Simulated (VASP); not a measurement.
OSZICAR of a VASP run on AgCl (rock salt):

File OSZICAR:
```
       N       E                     dE             d eps       ncg     rms          rms(c)
DAV:   1     0.101704623087E+03    0.10170E+03   -0.89242E+03   778   0.126E+03
DAV:   2    -0.265694973487E+01   -0.10436E+03   -0.98357E+02   884   0.254E+02
DAV:   3    -0.683824705425E+01   -0.41813E+01   -0.41680E+01   864   0.550E+01
DAV:   4    -0.687241082423E+01   -0.34164E-01   -0.34160E-01   854   0.549E+00
DAV:   5    -0.687290434339E+01   -0.49352E-03   -0.49352E-03   869   0.666E-01    0.656E+00
DAV:   6    -0.671813856035E+01    0.15477E+00   -0.32722E-01   833   0.819E+00    0.437E+00
DAV:   7    -0.671192182599E+01    0.62167E-02   -0.70357E-02   764   0.214E+00    0.196E+00
DAV:   8    -0.670919871842E+01    0.27231E-02   -0.50904E-03   814   0.786E-01    0.263E-01
DAV:   9    -0.670907928259E+01    0.11944E-03   -0.41352E-04   864   0.331E-01    0.485E-02
DAV:  10    -0.670908988710E+01   -0.10605E-04   -0.39351E-05   839   0.579E-02    0.112E-02
DAV:  11    -0.670909007919E+01   -0.19208E-06   -0.42414E-07   467   0.871E-03
   1 F= -.67090901E+01 E0= -.67090901E+01  d E =-.670909E+01
       N       E                     dE             d eps       ncg     rms          rms(c)
DAV:   1    -0.921792631333E+01   -0.25088E+01   -0.41674E+01   754   0.711E+01    0.119E+01
DAV:   2    -0.691372037447E+01    0.23042E+01   -0.89796E+00   754   0.327E+01    0.286E+00
DAV:   3    -0.680846505613E+01    0.10526E+00   -0.24433E-01   764   0.486E+00    0.169E+00
DAV:   4    -0.679744308060E+01    0.11022E-01   -0.35248E-02   804   0.156E+00    0.957E-01
DAV:   5    -0.679509986736E+01    0.23432E-02   -0.25372E-03   844   0.495E-01    0.251E-01
DAV:   6    -0.679497537832E+01    0.12449E-03   -0.36992E-04   849   0.173E-01    0.333E-02
DAV:   7    -0.679497313339E+01    0.22449E-05   -0.13074E-05   799   0.293E-02    0.141E-02
DAV:   8    -0.679497461450E+01   -0.14811E-05   -0.74412E-07   548   0.101E-02    0.287E-03
DAV:   9    -0.679497460470E+01    0.97973E-08   -0.18423E-07   377   0.561E-03
   2 F= -.67949746E+01 E0= -.67949746E+01  d E =-.858845E-01
       N       E                     dE             d eps       ncg     rms          rms(c)
DAV:   1    -0.679779448926E+01   -0.28199E-02   -0.49120E-02   754   0.249E+00    0.360E-01
DAV:   2    -0.679527223776E+01    0.25223E-02   -0.72923E-03   754   0.108E+00    0.123E-01
DAV:   3    -0.679511722804E+01    0.15501E-03   -0.46458E-04   769   0.177E-01    0.819E-02
DAV:   4    -0.679510256792E+01    0.14660E-04   -0.18998E-05   809   0.417E-02    0.251E-02
DAV:   5    -0.679510116891E+01    0.13990E-05   -0.40409E-06   844   0.336E-02    0.363E-03
DAV:   6    -0.679510107055E+01    0.98363E-07   -0.12153E-06   377   0.149E-02
   3 F= -.67951011E+01 E0= -.67951011E+01  d E =-.860110E-01
```

Task: Which electronic solver shows in the log?

Result: It is blocked Davidson (ALGO = Normal, or the opening steps of other solvers). The INCAR had ALGO = Normal.

Task: Can the final energy be trusted as converged?

Result: The run converged. It stopped with EDIFF = 1E-6, NELM = 100, NSW = 60 and EDIFFG = -0.01 after 3 ionic steps (LDA (Ceperley-Alder, Perdew-Zunger), plane waves, VASP's LDA PAW potentials (set 64)). Energy and stress use the plane-wave basis of the starting cell.

The compound is AgCl in the rock salt structure. This run relaxes it. Symmetry was kept, so distortions that lower it aren't found.
